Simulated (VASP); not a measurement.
An input for Ansatz (written as the equivalent of a VASP run, and not itself run):

Ansatz 0.2 input:
```yaml
crystal:
  lattice:
    - [-0.0265895, 2.6589490, 2.6589490]
    - [2.6323595, 0.0000000, 2.6323595]
    - [2.6589490, 2.6589490, -0.0265895]
  atoms:
    - { symbol: K, position: [0.0000000, 0.0000000, 0.0000000] }
    - { symbol: F, position: [0.5000000, 0.5000000, 0.5000000] }
kpoints:
  mp_grid: { grid: [8, 8, 8] }
hamiltonian:
  xc: r2scan
  pseudopotentials: { kind: paw }
scf:
  occupations: { method: gaussian, width: 0.05 }
  max_iter: 100
relax:
  max_steps: 30
  f_tol: 0.01
output: { forces: true, stress: true, eigenvalues: true }
```

Question: Translate this input to VASP (INCAR, KPOINTS, POSCAR, choice of POTCAR).

Answer: One answer among several that fit: 
POSCAR:
```
KF
1.0
 -0.0265894900   2.6589489992   2.6589489992
  2.6323595092   0.0000000000   2.6323595092
  2.6589489992   2.6589489992  -0.0265894900
K F
1 1
Cartesian
  0.0000000000   0.0000000000   0.0000000000
  2.6323595092   2.6589489992   2.6323595092
```

File KPOINTS:
```
Automatic mesh
0
Gamma
8 8 8
0 0 0
```

### INCAR
```
ALGO = Normal
EDIFF = 1E-7
EDIFFG = -0.01
ENCUT = 600
IBRION = 2
ISIF = 2
ISMEAR = 0
LASPH = .True.
LCHARG = .False.
LMIXTAU = .True.
LREAL = .False.
LWAVE = .False.
METAGGA = R2SCAN
NELM = 100
NSW = 30
PREC = Accurate
SIGMA = 0.05
SYSTEM = KF
```

POTCAR, in this order: K_sv F (PBE.64 set). Program: vasp_std.

The two are equivalent in intent, not identical: each code has its own PAW files, so the cut-off isn't converted (ENCUT is set for VASP's; basis.ecutwfc is left out, and Ansatz then takes the one that its files recommend); Ansatz stops its SCF on the density residual and VASP on the energy change (EDIFF).

The compound is KF in the rock salt structure. This cell was strained or had an atom moved on purpose.
